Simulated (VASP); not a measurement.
Calculation: optB86b-vdW, VASP's PBE PAW potentials (set 64) (plane waves; VASP).

The input files of a VASP run:

POSCAR:
```
BN
1
    1.2498500847    -2.1648040648     0.0000000000
    1.2498500847     2.1648040648     0.0000000000
    0.0000000000     0.0000000000     4.1353853177
B N
2 2
Direct
  0.6666670000   0.3333330000   0.5003184547
  0.3333330000   0.6666670000   0.0003184547
  0.6666670000   0.3333330000   0.8746815453
  0.3333330000   0.6666670000   0.3746815453
```

INCAR:
```
# general
SYSTEM    =  BN
PREC      =  Accurate
ENCUT     =  520   # plane-wave cut-off (eV)
LREAL     =  .FALSE.
LASPH     =  .TRUE.   # aspherical one-centre terms

# electronic loop
EDIFF     =  1E-7
NELM      =  100
ALGO      =  Normal   # blocked Davidson

# smearing
ISMEAR    =  0
SIGMA     =  0.05

# functional
GGA       =  MK
LUSE_VDW  =  .TRUE.
AGGAC     =  0.0
PARAM1    =  0.1234
PARAM2    =  1.0

# ions
IBRION    =  2   # conjugate gradients
NSW       =  30
ISIF      =  4
EDIFFG    =  -0.01

# output
LWAVE     =  .FALSE.
LCHARG    =  .FALSE.
```

File KPOINTS:
```
K-points
0
Gamma
 10 10 5
```

POTCAR, in this order: B N (PBE.64 set). Program: vasp_std.

Output

**OUTCAR**
```
 ion  position               nearest neighbor table
   1  0.667  0.333  0.500-   4 1.53   4 1.53   4 1.53   3 1.55
   2  0.333  0.667  0.000-   3 1.53   3 1.53   3 1.53   4 1.55
   3  0.667  0.333  0.875-   2 1.53   2 1.53   2 1.53   1 1.55
   4  0.333  0.667  0.375-   1 1.53   1 1.53   1 1.53   2 1.55
  LATTYP: Found a hexagonal cell.
 ALAT       =     2.4997003567
 C/A-ratio  =     1.6543524133
 Subroutine PRICEL returns:
 Original cell was already a primitive cell.
 Subroutine GETGRP returns: Found 12 space group operations
The static configuration has the point symmetry C_3v.
 The point group associated with its full space group is C_6v.
The dynamic configuration has the point symmetry C_3v.
 Subroutine INISYM returns: Found 12 space group operations
 Subroutine IBZKPT returns following result:
 Found     42 irreducible k-points:

 Following reciprocal coordinates:
            Coordinates               Weight
  0.000000  0.000000  0.000000      1.000000
  0.100000  0.000000  0.000000      6.000000
  0.200000  0.000000  0.000000      6.000000
  0.300000  0.000000  0.000000      6.000000
  0.400000  0.000000  0.000000      6.000000
  0.500000  0.000000  0.000000      3.000000
  0.100000  0.100000  0.000000      6.000000
  0.200000  0.100000  0.000000     12.000000
  0.300000  0.100000  0.000000     12.000000
  0.400000  0.100000  0.000000     12.000000
  0.200000  0.200000  0.000000      6.000000
  0.300000  0.200000  0.000000     12.000000
  0.400000  0.200000  0.000000      6.000000
  0.300000  0.300000  0.000000      6.000000
  0.000000  0.000000  0.200000      2.000000
  0.100000  0.000000  0.200000     12.000000
  0.200000  0.000000  0.200000     12.000000
  0.300000  0.000000  0.200000     12.000000
  0.400000  0.000000  0.200000     12.000000
  0.500000  0.000000  0.200000      6.000000
  0.100000  0.100000  0.200000     12.000000
  0.200000  0.100000  0.200000     24.000000
  0.300000  0.100000  0.200000     24.000000
  0.400000  0.100000  0.200000     24.000000
  0.200000  0.200000  0.200000     12.000000
  0.300000  0.200000  0.200000     24.000000
  0.400000  0.200000  0.200000     12.000000
  0.300000  0.300000  0.200000     12.000000
  0.000000  0.000000  0.400000      2.000000
  0.100000  0.000000  0.400000     12.000000
  0.200000  0.000000  0.400000     12.000000
  0.300000  0.000000  0.400000     12.000000
  0.400000  0.000000  0.400000     12.000000
  0.500000  0.000000  0.400000      6.000000
  0.100000  0.100000  0.400000     12.000000
  0.200000  0.100000  0.400000     24.000000
  0.300000  0.100000  0.400000     24.000000
  0.400000  0.100000  0.400000     24.000000
  0.200000  0.200000  0.400000     12.000000
  0.300000  0.200000  0.400000     24.000000
   k-points           NKPTS =     42   k-points in BZ     NKDIM =     42   number of bands    NBANDS=     12
   number of dos      NEDOS =    301   number of ions     NIONS =      4
   total plane-waves  NPLWV =  12800
   dimension x,y,z NGX =    20 NGY =   20 NGZ =   32
   dimension x,y,z NGXF=    40 NGYF=   40 NGZF=   64
   ions per type =               2   2
   PREC   = accura    normal or accurate (medium, high low for compatibility)
   ISTART =      0    job   : 0-new  1-cont  2-samecut
   ICHARG =      2    charge: 1-file 2-atom 10-const
   ISPIN  =      1    spin polarized calculation?
   LNONCOLLINEAR =      F non collinear calculations
   LSORBIT =      F    spin-orbit coupling
   INIWAV =      1    electr: 0-lowe 1-rand  2-diag
   ENCUT  =  520.0 eV  38.22 Ry    6.18 a.u.   4.65  4.65  7.69*2*pi/ulx,y,z
   NELM   =    100;   NELMIN=  2; NELMDL= -5     # of ELM steps
...
```

### OSZICAR
```
       N       E                     dE             d eps       ncg     rms          rms(c)
DAV:   1     0.536882402386E+02    0.53688E+02   -0.88282E+03  1008   0.130E+03
DAV:   2    -0.309283644746E+02   -0.84617E+02   -0.79788E+02  1380   0.278E+02
DAV:   3    -0.334046757012E+02   -0.24763E+01   -0.24695E+01  1336   0.490E+01
DAV:   4    -0.334174549672E+02   -0.12779E-01   -0.12773E-01  1232   0.364E+00
DAV:   5    -0.334175953414E+02   -0.14037E-03   -0.14036E-03  1308   0.350E-01    0.101E+01
DAV:   6    -0.314292592700E+02    0.19883E+01   -0.50972E+00  1240   0.191E+01    0.488E+00
DAV:   7    -0.312502030468E+02    0.17906E+00   -0.29933E-01  1212   0.526E+00    0.285E+00
DAV:   8    -0.312124708793E+02    0.37732E-01   -0.83087E-02  1160   0.267E+00    0.236E-01
DAV:   9    -0.312115737921E+02    0.89709E-03   -0.23758E-03  1308   0.520E-01    0.134E-01
DAV:  10    -0.312117471290E+02   -0.17334E-03   -0.28661E-04  1176   0.182E-01    0.239E-02
DAV:  11    -0.312117472358E+02   -0.10675E-06   -0.48169E-05  1280   0.615E-02    0.121E-02
DAV:  12    -0.312117484041E+02   -0.11683E-05   -0.51393E-06  1268   0.235E-02    0.195E-03
DAV:  13    -0.312117484776E+02   -0.73530E-07   -0.13762E-07   948   0.410E-03
   1 F= -.31211748E+02 E0= -.31211748E+02  d E =-.312117E+02
       N       E                     dE             d eps       ncg     rms          rms(c)
DAV:   1    -0.312116672023E+02    0.81202E-04   -0.32354E-02  1152   0.174E+00    0.345E-02
DAV:   2    -0.312116939480E+02   -0.26746E-04   -0.39009E-04  1248   0.199E-01    0.217E-02
DAV:   3    -0.312116867075E+02    0.72405E-05   -0.11287E-05  1292   0.369E-02    0.613E-03
DAV:   4    -0.312116868700E+02   -0.16251E-06   -0.34285E-06  1280   0.167E-02    0.249E-03
DAV:   5    -0.312116868467E+02    0.23337E-07   -0.24615E-07   992   0.560E-03
   2 F= -.31211687E+02 E0= -.31211687E+02  d E =0.616310E-04
       N       E                     dE             d eps       ncg     rms          rms(c)
DAV:   1    -0.312118051117E+02   -0.11824E-03   -0.11067E-02  1148   0.102E+00    0.202E-02
DAV:   2    -0.312118145892E+02   -0.94775E-05   -0.13344E-04  1236   0.116E-01    0.127E-02
DAV:   3    -0.312118118918E+02    0.26975E-05   -0.39181E-06  1292   0.218E-02    0.355E-03
DAV:   4    -0.312118118684E+02    0.23423E-07   -0.11783E-06  1280   0.975E-03    0.146E-03
DAV:   5    -0.312118118453E+02    0.23060E-07   -0.80007E-08   680   0.326E-03
   3 F= -.31211812E+02 E0= -.31211812E+02  d E =-.633677E-04
```

**OUTCAR**
```
------------------------ aborting loop because EDIFF is reached ----------------------------------------
  FORCE on cell =-STRESS in cart. coord.  units (eV):
  Direction    XX          YY          ZZ          XY          YZ          ZX
  --------------------------------------------------------------------------------------
  Total        3.6406823      3.6406831      3.6731174      0.0000000      0.0000000      0.0000000
  in kB      260.6578868    260.6579408    262.9801056      0.0000000      0.0000000      0.0000000
  external PRESSURE =     261.4319777 kB  Pullay stress =       0.0000000 kB
  volume of cell :       22.38
      direct lattice vectors                 reciprocal lattice vectors
     1.249735964 -2.164606410  0.000000000     0.400084509 -0.230988875 -0.000000000
     1.249735964  2.164606410  0.000000000     0.400084509  0.230988875  0.000000000
     0.000000000 -0.000000000  4.136140589     0.000000000  0.000000000  0.241771279
  FREE ENERGIE OF THE ION-ELECTRON SYSTEM (eV)
  ---------------------------------------------------
  free  energy   TOTEN  =       -31.2118118453 eV

  energy  without entropy=      -31.2118118453  energy(sigma->0) =      -31.21181185

 reached required accuracy - stopping structural energy minimisation
```
(Selected blocks of OUTCAR.)

File CONTCAR:
```
BN
   1.00000000000000
     1.2497359641361798   -2.1646064100434246    0.0000000000000000
     1.2497359641361798    2.1646064100434246    0.0000000000000000
     0.0000000000000000   -0.0000000000000000    4.1361405886673595
  B               N
     2     2
Direct
     0.6666669999999968    0.3333330000000032    0.5005032887222245
     0.3333330000000032    0.6666669999999968    0.0005032887222246
     0.6666669999999968    0.3333330000000032    0.8744967112777755
     0.3333330000000032    0.6666669999999968    0.3744967112777754
```

OUTCAR:
```
 val. band max:        8.2096956919   @ k =   0.0000   0.0000   0.0000

 cond. band min:      13.4995947270   @ k =   0.3000   0.3000   0.0000


 Fermi energy:         8.4202480173

 k-point     1 :       0.0000    0.0000    0.0000
  band No.  band energies     occupation
      1     -12.7870      2.00000
      2      -8.3782      2.00000
      3      -3.2189      2.00000
      4       5.9723      2.00000
      5       5.9724      2.00000
      6       7.8813      2.00000
      7       8.2096      2.00000
      8       8.2097      2.00000
      9      16.8345      0.00000
     10      16.8345      0.00000
     11      17.1670      0.00000
     12      18.5215      0.00000

 k-point     2 :       0.1000    0.0000    0.0000
  band No.  band energies     occupation
      1     -12.5599      2.00000
      2      -8.2023      2.00000
      3      -2.9958      2.00000
      4       4.9747      2.00000
      5       5.5527      2.00000
      6       7.3891      2.00000
      7       7.6584      2.00000
      8       7.9731      2.00000
      9      16.5444      0.00000
     10      17.2836      0.00000
     11      17.5065      0.00000
     12      19.1868      0.00000

 k-point     3 :       0.2000    0.0000    0.0000
  band No.  band energies     occupation
      1     -11.8882      2.00000
      2      -7.7102      2.00000
      3      -2.3391      2.00000
      4       2.7294      2.00000
      5       4.6523      2.00000
      6       5.4725      2.00000
      7       6.9798      2.00000
      8       7.3612      2.00000
      9      16.0395      0.00000
     10      17.9425      0.00000
     11      18.2265      0.00000
     12      19.8466      0.00000

 k-point     4 :       0.3000    0.0000    0.0000
  band No.  band energies     occupation
      1     -10.8103      2.00000
      2      -7.0614      2.00000
      3      -1.3063      2.00000
      4       0.3392      2.00000
      5       3.2372      2.00000
      6       3.7694      2.00000
...
```

The compound is BN in the wurtzite structure, a metastable high-pressure form. This cell is one point of a volume scan, at 0.94 of the reference volume. Symmetry was kept, so distortions that lower it aren't found.
